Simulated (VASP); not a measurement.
Here is the system:

```
P
1.0
    1.66005    -5.30753     0.00000
    1.66005     5.30753     0.00000
    0.00000     0.00000     4.38159
P
4
Direct
  0.10079   0.89921   0.91917
  0.39921   0.60079   0.41917
  0.60079   0.39921   0.58083
  0.89921   0.10079   0.08083
```

Calculation: PBE GGA with D3 dispersion (zero damping), VASP's PBE PAW potentials (set 64) (plane waves; VASP). Run with 520 eV cut-off, Gaussian smearing of 0.050 eV, potentials P.

**Question.** Give the energies of bands 4 to 13 at the high-symmetry points, in eV from the Fermi level.

**Answer.** 
| band | Γ | Y | C0 | Z | A0 | T | S | R |
|---|---|---|---|---|---|---|---|---|
| 4 | -7.00 | -5.97 | -9.33 | -8.90 | -10.37 | -9.62 | -10.17 | -10.47 |
| 5 | -5.02 | -5.72 | -5.58 | -4.79 | -6.39 | -3.30 | -5.37 | -5.71 |
| 6 | -4.82 | -5.54 | -5.13 | -4.79 | -6.39 | -3.30 | -5.37 | -5.71 |
| 7 | -4.13 | -4.29 | -3.74 | -3.26 | -4.82 | -2.74 | -3.41 | -5.64 |
| 8 | -2.93 | -2.37 | -3.42 | -3.26 | -4.82 | -2.74 | -3.41 | -5.64 |
| 9 | -2.65 | -1.76 | -2.84 | -1.40 | -1.99 | -1.73 | -2.76 | -2.05 |
| 10 | -1.39 | -0.19 | -2.41 | -1.40 | -1.99 | -1.73 | -2.76 | -2.05 |
| 11 | 0.65 | 0.12 | 0.68 | 1.34 | 1.78 | 1.29 | 0.70 | 1.58 |
| 12 | 1.02 | 0.63 | 0.80 | 1.34 | 1.78 | 1.29 | 0.70 | 1.58 |
| 13 | 1.81 | 2.14 | 0.90 | 2.50 | 3.62 | 2.44 | 1.13 | 3.84 |

It has no gap at this level: it comes out as a metal or semimetal.

Measured: gap 0.35 eV (computed value off by -0.35 eV), as given by Das et al., (2018), arXiv:1807.05623.

The compound is P in the black structure. It was relaxed first.
